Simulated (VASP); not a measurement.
# CuWO4: structure and properties in VASP, part 4 of 7

Wanted: the relaxed cell of CuWO4 and its properties. The start is a cell from a database of measured crystal structures.

VASP 6.6.1; PBEsol, no spin polarisation; plane waves and PAW (Cu, W, O).

Still holding for the runs below: This run has no spin polarisation, although Cu and W can carry a moment. Oxides and halides of Cu are often magnetic insulators, and a metal at this level, without U or exact exchange, may be an artefact.

So far. Step 3 (Relaxing cell and atoms (PBEsol)): It ends with a largest force of 0.008 eV/Å and a pressure of 0.08 GPa. The volume lies -0.1 % from that of the database's start, which holds the thermal and zero-point expansion of its experiment. Step 4 (Density, ELF and potential (PBEsol)): In this run the pressure is 0.03 GPa, small enough to go on.

## 5. Band structure (PBEsol)

The mesh alone shows little of the dispersion and can miss band extrema, so KPOINTS_OPT adds a path through the symmetry points after the self-consistent cycle.

INCAR reads:

```
SYSTEM = CuWO4
PREC = Accurate
ENCUT = 520
EDIFF = 1E-06
NELM = 100
ISMEAR = 0
SIGMA = 0.05
LREAL = .FALSE.
ALGO = Normal
GGA = PS
NBANDS = 69
LASPH = .TRUE.
LORBIT = 11
LWAVE = .FALSE.
LCHARG = .FALSE.
KPAR = 8
```

POSCAR reads:

```
CuWO4
1.0
    4.6603705799      0.0225479241      0.0010361028
    0.2291429640      4.8783099296      0.0413118940
    0.7278692299      0.1873393552      5.8128087265
Cu W O
2 2 8
Direct
    0.4966708788      0.7470917319      0.6588240137
    0.5033291212      0.2529082681      0.3411759863
    0.0146533526      0.7473267326      0.1709556044
    0.9853466474      0.2526732674      0.8290443956
    0.2507401092      0.5716439225      0.3544149474
    0.7492598908      0.4283560775      0.6455850526
    0.2162726828      0.5719430978      0.8807160308
    0.7837273172      0.4280569022      0.1192839692
    0.7280923485      0.9067663981      0.3815420536
    0.2719076515      0.0932336019      0.6184579464
    0.7802109876      0.9434747829      0.9111386682
    0.2197890124      0.0565252171      0.0888613318
```

KPOINTS reads:

```
Automatic mesh
0
Gamma
4 4 4
0 0 0
```

KPOINTS_OPT reads:

```
Line mode
12
Line-mode
Reciprocal
  0.00000000   0.50000000   0.00000000 X
  0.00000000   0.00000000   0.00000000 GAMMA

  0.00000000   0.00000000   0.00000000 GAMMA
  0.00000000   0.00000000   0.50000000 Y

  0.00000000   0.50000000   0.50000000 L
  0.00000000   0.00000000   0.00000000 GAMMA

  0.00000000   0.00000000   0.00000000 GAMMA
  0.50000000   0.00000000   0.00000000 Z

  0.50000000   0.50000000   0.00000000 N
  0.00000000   0.00000000   0.00000000 GAMMA

  0.00000000   0.00000000   0.00000000 GAMMA
  0.50000000   0.00000000   0.50000000 M

  0.50000000   0.50000000   0.50000000 R
  0.00000000   0.00000000   0.00000000 GAMMA
```

PAW data sets: Cu, W and O (PBE family, release 64).

Launch:

```
mpirun -np 8 vasp_std
```

What it wrote:

```text
[... set-up lines as in an earlier step ...]
 entering main loop
       N       E                     dE             d eps       ncg     rms          rms(c)
DAV:   1     0.971825404860E+03    0.97183E+03   -0.35711E+04  5039   0.143E+03
DAV:   2     0.442196710334E+02   -0.92761E+03   -0.81290E+03  5423   0.412E+02
DAV:   3    -0.110326563996E+03   -0.15455E+03   -0.14225E+03  5470   0.166E+02
DAV:   4    -0.119117907255E+03   -0.87913E+01   -0.85591E+01  6648   0.449E+01
DAV:   5    -0.119368430864E+03   -0.25052E+00   -0.24974E+00  6176   0.796E+00    0.748E+01
DAV:   6    -0.102295742831E+03    0.17073E+02   -0.77167E+01  7844   0.946E+01    0.233E+01
DAV:   7    -0.990603358959E+02    0.32354E+01   -0.30495E+01  6552   0.166E+02    0.240E+01
DAV:   8    -0.974348634983E+02    0.16255E+01   -0.17063E+01  7232   0.484E+01    0.196E+01
DAV:   9    -0.969331887964E+02    0.50167E+00   -0.23766E+00  7752   0.134E+01    0.598E+00
DAV:  10    -0.968040689949E+02    0.12912E+00   -0.18214E-01  7608   0.568E+00    0.947E-01
DAV:  11    -0.967942746464E+02    0.97943E-02   -0.67460E-02  7480   0.317E+00    0.758E-01
DAV:  12    -0.967921276380E+02    0.21470E-02   -0.77840E-03  7656   0.850E-01    0.403E-01
DAV:  13    -0.967918824903E+02    0.24515E-03   -0.22833E-03  7003   0.273E-01    0.161E-01
DAV:  14    -0.967916632316E+02    0.21926E-03   -0.25484E-04  7720   0.288E-01    0.320E-02
DAV:  15    -0.967916561956E+02    0.70360E-05   -0.12431E-04  7355   0.836E-02    0.181E-02
DAV:  16    -0.967916517336E+02    0.44620E-05   -0.11817E-05  7443   0.415E-02    0.911E-03
DAV:  17    -0.967916500023E+02    0.17313E-05   -0.32257E-06  5019   0.147E-02    0.551E-03
DAV:  18    -0.967916497413E+02    0.26105E-06   -0.73158E-07  3096   0.798E-03
   1 F= -.96791650E+02 E0= -.96788425E+02  d E =-.644858E-02
 Start KPOINTS_OPT (optional k-point list driver)
k-point batch [1-36\84]
       N       E                     dE             ncg
DAV:   1     0.286064529720E+05   -0.67273E+03     5216
DAV:   2    -0.234519052920E+04   -0.30952E+05     5448
DAV:   3    -0.787266137321E+04   -0.55275E+04     5484
DAV:   4    -0.819511469755E+04   -0.32245E+03     6328
DAV:   5    -0.820443711595E+04   -0.93224E+01     6000
DAV:   6    -0.820481562929E+04   -0.37851E+00     6471
DAV:   7    -0.820483312702E+04   -0.17498E-01     6224
DAV:   8    -0.820483407758E+04   -0.95056E-03     6482
DAV:   9    -0.820483412302E+04   -0.45433E-04     5032
DAV:  10    -0.820483412542E+04   -0.24046E-05     3964
DAV:  11    -0.820483412577E+04   -0.35142E-06     3280
[...]
k-point batch [73-84\84]
       N       E                     dE             ncg
DAV:   1     0.376990895703E+05   -0.75334E+04     1719
DAV:   2     0.274065837033E+05   -0.10293E+05     1808
DAV:   3     0.255408480717E+05   -0.18657E+04     1830
DAV:   4     0.254281119598E+05   -0.11274E+03     2088
DAV:   5     0.254248315761E+05   -0.32804E+01     2000
DAV:   6     0.254247047109E+05   -0.12687E+00     2091
DAV:   7     0.254246984866E+05   -0.62243E-02     2080
DAV:   8     0.254246981271E+05   -0.35952E-03     2243
DAV:   9     0.254246981147E+05   -0.12443E-04     1616
DAV:  10     0.254246981139E+05   -0.71417E-06     1291
```

Elapsed: 2.9 min, on 8 MPI ranks of AMD EPYC 7R43, shared host; peak memory 4.5 GiB; 23 min of CPU time.

Parts of OUTCAR (step 5):

```text
The static configuration has the point symmetry S_2 .

 Found     36 irreducible k-points:

   k-points           NKPTS =     36   k-points in BZ     NKDIM =     36   number of bands    NBANDS=     69

   NELECT =      82.0000    total number of electrons

 E-fermi :   3.5364

 k-point     1 :       0.0000    0.0000    0.0000
  band No.  band energies     occupation
    ...
     38       2.5294      2.00000
     39       2.5552      2.00000
     40       3.0331      2.00000
     41       3.0362      2.00000
     42       3.5207      1.34402
     43       5.8014      0.00000
     44       6.0695      0.00000
     45       6.3910      0.00000
     46       6.6433      0.00000
     47       6.9101      0.00000
    ...

 k-point     2 :       0.2500   -0.0000   -0.0000
  band No.  band energies     occupation
    ...
     37       2.2826      2.00000
     38       2.5845      2.00000
     39       2.8260      2.00000
     40       2.9853      2.00000
     41       3.3474      2.00000
     42       3.5728      0.30367
     43       5.8491      0.00000
     44       5.9744      0.00000
     45       6.3170      0.00000
     46       6.5928      0.00000
    ...

  Total        0.0037287      0.0363638      0.0171467      0.0043663      0.0202123      0.0049137
  in kB        0.0452296      0.4410933      0.2079898      0.0529628      0.2451759      0.0596037
  external PRESSURE =       0.2314376 kB  Pullay stress =       0.0000000 kB

 POSITION                                       TOTAL-FORCE (eV/Angst)
 -----------------------------------------------------------------------------------
      2.96540      3.77917      3.86100         0.001067      0.003430     -0.002821
      2.65198      1.30903      1.99416        -0.001067     -0.003430      0.002821
      0.36397      3.67805      1.02462        -0.004221      0.004305      0.004794
      5.25341      1.41015      4.83054         0.004221     -0.004305     -0.004794
      1.55750      2.86071      2.08402        -0.001851      0.000392      0.002169
      4.05989      2.22749      3.77113         0.001851     -0.000392     -0.002169
      1.78001      2.95998      5.14329        -0.000652      0.000911     -0.005832
      3.83737      2.12821      0.71187         0.000652     -0.000911      0.005832
      3.87867      4.51138      2.25605         0.002969     -0.002567      0.002286
      1.73871      0.57681      3.59911        -0.002969      0.002567     -0.002286
      4.51545      4.79085      5.33606        -0.001237      0.002058      0.002336
      1.10193      0.29735      0.51910         0.001237     -0.002058     -0.002336
 -----------------------------------------------------------------------------------
    total drift:                                0.000000     -0.000000      0.000000

  FREE ENERGIE OF THE ION-ELECTRON SYSTEM (eV)
  ---------------------------------------------------
  free  energy   TOTEN  =       -96.7916497413 eV

  energy  without entropy=      -96.7852011581  energy(sigma->0) =      -96.78842545

 total charge
# of ion       s       p       d       tot
------------------------------------------
    1        0.342   0.386   9.114   9.842
    2        0.342   0.386   9.114   9.842
    3        0.717   1.050   4.253   6.021
    4        0.717   1.050   4.253   6.021
    5        1.572   3.432   0.000   5.004
    6        1.572   3.432   0.000   5.004
    7        1.561   3.468   0.000   5.029
    8        1.561   3.468   0.000   5.029
    9        1.568   3.431   0.000   4.999
   10        1.568   3.431   0.000   4.999
   11        1.575   3.435   0.000   5.011
   12        1.575   3.435   0.000   5.011
--------------------------------------------------
tot         14.669  30.405  26.735  71.809

[... 7 parts as in an earlier step ...]

[... 5 further parts left out ...]
```

Spin-orbit coupling is off here; with elements this heavy it splits and shifts levels by tenths of an eV or more.

Numbers from this step:

```
bands    : 69
pressure : 0.02314 GPa
```

Electronic bands along the path, in eV, zero at the Fermi level; # counts the bands kept, so #1 is VASP's band 9:

```csv
point,#30,#31,#32,#33,#34,#35,#36,#37
X,-1.04,-0.83,-0.52,-0.23,0.51,2.53,2.55,2.67
0.45 of the way,-1.02,-0.86,-0.50,-0.32,0.32,2.36,2.55,2.81
Γ,-1.01,-0.98,-0.50,-0.50,-0.02,2.27,2.53,2.85
0.45 of the way,-1.01,-0.74,-0.46,-0.32,0.07,2.29,2.37,2.83
Y,-0.95,-0.57,-0.46,-0.16,0.26,2.04,2.49,2.97
jump to L,-1.05,-0.58,-0.55,0.20,0.35,2.36,2.61,2.78
0.55 of the way,-0.95,-0.78,-0.41,-0.26,0.20,2.35,2.58,2.75
Γ,-1.01,-0.98,-0.50,-0.50,-0.02,2.27,2.53,2.85
0.55 of the way,-0.95,-0.70,-0.55,-0.20,0.09,2.32,2.43,2.77
Z,-1.00,-0.65,-0.62,-0.26,0.45,2.42,2.43,2.63
jump to N,-0.88,-0.60,-0.59,0.03,0.31,2.50,2.68,2.68
0.45 of the way,-0.97,-0.71,-0.47,-0.19,0.13,2.25,2.58,2.81
Γ,-1.01,-0.98,-0.50,-0.50,-0.02,2.27,2.53,2.85
0.45 of the way,-0.91,-0.67,-0.52,-0.29,-0.02,2.30,2.46,2.66
M,-1.06,-0.69,-0.65,-0.16,-0.09,2.32,2.39,2.80
jump to R,-1.02,-0.74,-0.60,-0.23,-0.06,2.53,2.62,2.75
0.55 of the way,-0.87,-0.61,-0.48,-0.25,-0.15,2.35,2.52,2.71
Γ,-1.01,-0.98,-0.50,-0.50,-0.02,2.27,2.53,2.85
```

Of the projections kept (Cu, W, O), the largest for each band there; the rest of the weight can lie on other orbitals:

| point | #30 | #31 | #32 | #33 | #34 | #35 | #36 | #37 |
| --- | --- | --- | --- | --- | --- | --- | --- | --- |
| X | Cu 0.67 | Cu 0.73 | Cu 0.68 | Cu 0.59 | Cu 0.53 | W 0.67 | W 0.64 | W 0.66 |
| Γ | Cu 0.61 | Cu 0.67 | Cu 0.76 | Cu 0.56 | Cu 0.62 | W 0.68 | W 0.69 | W 0.62 |
| Y | Cu 0.69 | Cu 0.75 | Cu 0.62 | Cu 0.62 | Cu 0.50 | W 0.76 | W 0.73 | W 0.71 |
| L | Cu 0.69 | Cu 0.68 | Cu 0.76 | Cu 0.58 | Cu 0.59 | W 0.74 | W 0.71 | W 0.70 |
| Γ | Cu 0.61 | Cu 0.67 | Cu 0.76 | Cu 0.56 | Cu 0.62 | W 0.68 | W 0.69 | W 0.62 |
| Z | O 0.54 | Cu 0.73 | Cu 0.65 | Cu 0.63 | Cu 0.52 | W 0.68 | W 0.73 | W 0.69 |

There is no gap at this level.

## 6. Total and projected DOS (PBEsol)

Here the states are counted by energy and projected on the atoms. The mesh is finer than in the run before.

INCAR, as its differences from that of step 5:

```diff
@@ -5,3 +5,3 @@
 NELM = 100
-ISMEAR = 0
+ISMEAR = -5
 SIGMA = 0.05
@@ -16 +16,2 @@
 KPAR = 8
+NEDOS = 2001
```

POSCAR is that of step 5.

KPOINTS reads:

```
Automatic mesh
0
Gamma
6 6 5
0 0 0
```

Launch:

```
mpirun -np 8 vasp_std
```

What it wrote:

```text
[... set-up lines as in an earlier step ...]
 entering main loop
       N       E                     dE             d eps       ncg     rms          rms(c)
DAV:   1     0.969158586107E+03    0.96916E+03   -0.35779E+04 12985   0.143E+03
DAV:   2     0.431522126213E+02   -0.92601E+03   -0.81241E+03 13838   0.413E+02
DAV:   3    -0.110465712588E+03   -0.15362E+03   -0.14150E+03 14087   0.166E+02
DAV:   4    -0.119127052344E+03   -0.86613E+01   -0.84403E+01 16984   0.445E+01
DAV:   5    -0.119365271362E+03   -0.23822E+00   -0.23754E+00 15696   0.770E+00    0.748E+01
DAV:   6    -0.102306441499E+03    0.17059E+02   -0.77754E+01 19910   0.948E+01    0.233E+01
DAV:   7    -0.990643619241E+02    0.32421E+01   -0.31129E+01 16832   0.167E+02    0.240E+01
DAV:   8    -0.974351478311E+02    0.16292E+01   -0.17576E+01 18568   0.485E+01    0.196E+01
DAV:   9    -0.969302171324E+02    0.50493E+00   -0.23888E+00 19872   0.135E+01    0.590E+00
DAV:  10    -0.968008808548E+02    0.12934E+00   -0.18736E-01 19320   0.567E+00    0.964E-01
DAV:  11    -0.967913384303E+02    0.95424E-02   -0.69216E-02 19168   0.323E+00    0.770E-01
DAV:  12    -0.967893867832E+02    0.19516E-02   -0.79630E-03 19560   0.853E-01    0.392E-01
DAV:  13    -0.967891548448E+02    0.23194E-03   -0.23362E-03 17776   0.280E-01    0.155E-01
DAV:  14    -0.967889696595E+02    0.18519E-03   -0.26266E-04 19760   0.295E-01    0.329E-02
DAV:  15    -0.967889754601E+02   -0.58007E-05   -0.12590E-04 18760   0.814E-02    0.175E-02
DAV:  16    -0.967889597175E+02    0.15743E-04   -0.11237E-05 18984   0.377E-02    0.862E-03
DAV:  17    -0.967889606683E+02   -0.95080E-06   -0.28002E-06 12264   0.146E-02
   1 F= -.96788961E+02 E0= -.96788961E+02  d E =0.000000E+00
 -----------------------------------------------------------------------------
|                                                                             |
|           W    W    AA    RRRRR   N    N  II  N    N   GGGG   !!!           |
|           W    W   A  A   R    R  NN   N  II  NN   N  G    G  !!!           |
|           W    W  A    A  R    R  N N  N  II  N N  N  G       !!!           |
|           W WW W  AAAAAA  RRRRR   N  N N  II  N  N N  G  GGG   !            |
|           WW  WW  A    A  R   R   N   NN  II  N   NN  G    G                |
|           W    W  A    A  R    R  N    N  II  N    N   GGGG   !!!           |
|                                                                             |
|     Tetrahedron method does not include variations of the Fermi             |
|     occupations, so forces and stress will be inaccurate. We suggest        |
|     using a different smearing scheme ISMEAR = 1 or 2 for metals in         |
|     relaxations.                                                            |
|                                                                             |
 -----------------------------------------------------------------------------
```

Elapsed: 3.3 min, on 8 MPI ranks; peak memory 5.5 GiB; 25 min of CPU time.

From OUTCAR (step 6):

```text
   k-points           NKPTS =     92   k-points in BZ     NKDIM =     92   number of bands    NBANDS=     69

   NELECT =      82.0000    total number of electrons

 E-fermi :   3.5411

 k-point     1 :       0.0000    0.0000    0.0000
  band No.  band energies     occupation
    ...
     38       2.5305      2.00000
     39       2.5580      2.00000
     40       3.0359      2.00000
     41       3.0366      2.00000
     42       3.5209      1.36413
     43       5.8013      0.00000
     44       6.0698      0.00000
     45       6.3908      0.00000
     46       6.6430      0.00000
     47       6.9100      0.00000
    ...

  Total       -0.0170530      0.0454331      0.1139388     -0.0142575      0.0423967      0.0620281
  in kB       -0.2068534      0.5511042      1.3820804     -0.1729438      0.5142732      0.7524021
  external PRESSURE =       0.5754437 kB  Pullay stress =       0.0000000 kB

 POSITION                                       TOTAL-FORCE (eV/Angst)
 -----------------------------------------------------------------------------------
      2.96540      3.77917      3.86100         0.004800     -0.009153      0.018325
      2.65198      1.30903      1.99416        -0.004800      0.009153     -0.018325
      0.36397      3.67805      1.02462         0.005441      0.013740      0.020428
      5.25341      1.41015      4.83054        -0.005441     -0.013740     -0.020428
      1.55750      2.86071      2.08402        -0.002127     -0.009743      0.007561
      4.05989      2.22749      3.77113         0.002127      0.009743     -0.007561
      1.78001      2.95998      5.14329        -0.017467      0.000043     -0.017683
      3.83737      2.12821      0.71187         0.017467     -0.000043      0.017683
      3.87867      4.51138      2.25605        -0.004375      0.007761     -0.005712
      1.73871      0.57681      3.59911         0.004375     -0.007761      0.005712
      4.51545      4.79085      5.33606         0.002835      0.012559     -0.002624
      1.10193      0.29735      0.51910        -0.002835     -0.012559      0.002624
 -----------------------------------------------------------------------------------
    total drift:                                0.000000     -0.000000      0.000000

  FREE ENERGIE OF THE ION-ELECTRON SYSTEM (eV)
  ---------------------------------------------------
  free  energy   TOTEN  =       -96.7889606683 eV

  energy  without entropy=      -96.7889606683  energy(sigma->0) =      -96.78896067

[... 6 parts as in an earlier step ...]

[... 10 further parts left out ...]
```

With tetrahedra the forces and stress of a metal are not exact derivatives of the energy.

This step gave:

* SCF cycles: 17
* irreducible k-points: 92
* free energy (TOTEN): -96.7890 eV
* Fermi energy: 3.541 eV
* pressure: 0.05754 GPa
* DOS at the Fermi level: 4.937 states/eV/cell

The density of states has structure finer than the step of the table below, so its rows give means over 1 eV, whole bins alone (the curve runs from -12.0 to 5.90 eV). Peaks (eV: height): total -6.6: 14.4, -3.2: 14.4, -1.5: 20.8, -1.0: 15.7; O p -3.4: 6.54, -3.2: 7.41, -2.8: 7.55, -2.6: 7.13; Cu d -1.5: 15.3, -1.0: 9.10, -0.7: 6.57, -0.5: 7.11; W d 2.3: 6.18, 2.6: 5.55, 2.8: 6.46, 3.0: 6.47; W p -3.6: 0.556, -3.4: 0.560, -3.2: 0.537, -2.8: 0.453.

States under -12.0 eV and over 5.9 eV are left out. Table of density of states by energy, zero at the Fermi level; means over each step; 7 of 9 lines; values in states/eV/cell:

| energy (eV) | total | O p | Cu d | W d | W p | Cu p | W s |
| --- | --- | --- | --- | --- | --- | --- | --- |
| -8 | 0 | 0 | 0 | 0 | 0 | 0 | 0 |
| -7 | 5.74 | 2.57 | 0.231 | 1.62 | 0.0557 | 0.0797 | 0.189 |
| -6 | 8.34 | 3.78 | 0.682 | 1.96 | 0.166 | 0.115 | 0.310 |
| -5 | 7.77 | 3.71 | 0.791 | 1.25 | 0.235 | 0.116 | 0.213 |
| -4 | 8.61 | 4.36 | 1.12 | 0.855 | 0.356 | 0.130 | 0.128 |
| -3 | 11.3 | 6.01 | 1.99 | 0.609 | 0.412 | 0.142 | 0.0510 |
| -2 | 9.92 | 3.55 | 4.49 | 0.401 | 0.147 | 0.0434 | 0.0288 |
| -1 | 11.5 | 2.74 | 7.27 | 0.351 | 0.0937 | 0.0239 | 0.0194 |
| 0 | 4.63 | 1.31 | 2.55 | 0.271 | 0.0600 | 0.0127 | 0.0272 |
| 1 | 0.0614 | 0.0212 | 0.0293 | 0.00218 | 6.3e-4 | 1.2e-4 | 1.9e-4 |
| 2 | 2.56 | 0.481 | 0.0543 | 1.65 | 0.00955 | 0.0224 | 0.0110 |
| 3 | 8.66 | 2.15 | 0.236 | 5.08 | 0.0920 | 0.0731 | 0.0219 |
| 4 | 0.758 | 0.215 | 0.0275 | 0.422 | 0.0110 | 0.00351 | 0.00106 |
| 5 | 0.0344 | 0.00245 | 6.9e-4 | 0.00258 | 1.9e-4 | 1.7e-4 | 0.00240 |

The finer mesh and the other smearing move the Fermi level by +0.00 eV from the 4×4×4 run, a small shift, which tests the Fermi level alone. Of the states within 0.3 eV of the Fermi level, the largest shares in the PAW spheres are Cu d 55 %, O p 28 % and W d 7 %. The rest lies in smaller channels or between the spheres.

(Continued in part 5 of 7.)

[Lines on the potential files, build, host, timing and source positions are cut from VASP's logs without a mark.]

[Logs are printed without paths, hosts, clocks, repeated set-up lines and the standing remarks that a program may print on its own settings, such as how far it seeks lower states.]

[Hosts, paths, dates, database ids (printed as entryN), source tags and the programs' standing remarks are cut or masked in the printed files.]

[A measured line is paired with the nearest computed mode of its activity, which favours agreement.]
